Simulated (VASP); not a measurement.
BaCaHfSnO6: single point with r2SCAN

Crystal: BaCaHfSnO6.

```
Ba Ca Hf Sn O
1.0
     0.00000    4.14030    4.14030
     4.14030    0.00000    4.14030
     4.14030    4.14030    0.00000
Ba Ca Hf Sn O
1 1 1 1 6
Direct
  0.25000 0.25000 0.25000
  0.75000 0.75000 0.75000
  0.00000 0.00000 0.00000
  0.50000 0.50000 0.50000
  0.75016 0.24984 0.24984
  0.24984 0.75016 0.75016
  0.75016 0.75016 0.24984
  0.24984 0.24984 0.75016
  0.24984 0.75016 0.24984
  0.75016 0.24984 0.75016
```

The cell comes from a database or a generator and needn't be the stable form of this composition.

```
Program                : VASP 6.6.1
Task                   : single point
Functional             : r2SCAN
Potentials or basis    : VASP PAW PBE potentials, release 64 (Ba_sv, Ca_sv, Hf_pv, Sn_d, O)
Cutoff                 : 520 eV
k mesh                 : 4 × 4 × 4
Occupations            : gaussian, width 0.01 eV
Spin                   : no spin polarisation
Dipole correction      : no
Further INCAR settings : ALGO = Normal; EDIFF = 1e-06; NBANDS = 51
```

```json
{
  "Pressure": "-4.4 GPa",
  "Largest force": "0.080 eV/Å",
  "Band gap on the k mesh": "4.34 eV, direct"
}
```

Forces on the atoms (eV/Å):
```
Ba   0.000  0.000  0.000
Ca   0.000  0.000  0.000
Hf   0.000  0.000  0.000
Sn   0.000  0.000  0.000
O    0.080  0.000  0.000
O   -0.080  0.000  0.000
O    0.000  0.000 -0.080
O    0.000  0.000  0.080
O    0.000  0.080  0.000
O    0.000 -0.080  0.000
```

Levels at points of the mesh, in eV from the valence-band top:
```
           k point  band 36  band 37  band 38  band 39  band 40  band 41  band 42  band 43  band 44  band 45
(0.00, 0.00, 0.00)    -0.59    -0.59     0.00     0.00     0.00     4.34     5.04     5.04     5.32     5.32
(0.50, 0.00, 0.00)    -0.82    -0.57    -0.50    -0.42    -0.42     5.56     5.56     5.81     6.09     6.37
(0.50, 0.50, 0.00)    -1.14    -1.14    -0.95    -0.95    -0.07     4.90     5.89     6.04     6.19     6.37
```

Wall time 6.1 min on 1 thread of AMD EPYC 7R13 Processor (Zen 3), with other jobs on the host, peak memory 0.36 GiB.

Caveat: the PAW data sets were made with another functional, which shifts forces and pressure a little; spin-orbit coupling is left out, which moves the levels of the heavy elements. r2SCAN opens gaps a little over a GGA but as a rule still falls short of measured ones.
